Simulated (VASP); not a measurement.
Given:

```
WC
1.0
    2.72034     0.00000     0.00000
    0.00000     2.72034     0.00000
    0.00000     0.00000     2.72034
W C
1 1
Direct
  0.00000   0.00000   0.00000
  0.50000   0.50000   0.50000
```

Calculation: r2SCAN meta-GGA, VASP's PBE PAW potentials (set 64) (plane waves; VASP 6.6.1). Numerical set-up: 520 eV cut-off, 15×15×15 Γ-centred mesh, tetrahedra with Blöchl corrections, potentials W_sv C.

Give the energies of bands 6 to 12 at the high-symmetry points, in eV from the Fermi level.

| band | Γ | X | M | R |
|---|---|---|---|---|
| 6 | -5.53 | -9.94 | -4.79 | -8.73 |
| 7 | -5.53 | -4.38 | -4.79 | -8.73 |
| 8 | 0.00 | -3.57 | -4.42 | -8.73 |
| 9 | 0.00 | -3.57 | 0.01 | 5.88 |
| 10 | 0.00 | 3.55 | 0.01 | 5.88 |
| 11 | 3.01 | 4.59 | 1.24 | 7.96 |
| 12 | 3.01 | 7.36 | 3.46 | 7.96 |

It has no gap at this level: it comes out as a metal or semimetal.

The structure was generated: WC was put into the CsCl type type (Pm-3m), which need not be its known phase. It was relaxed first, which changed the volume by -32 %.
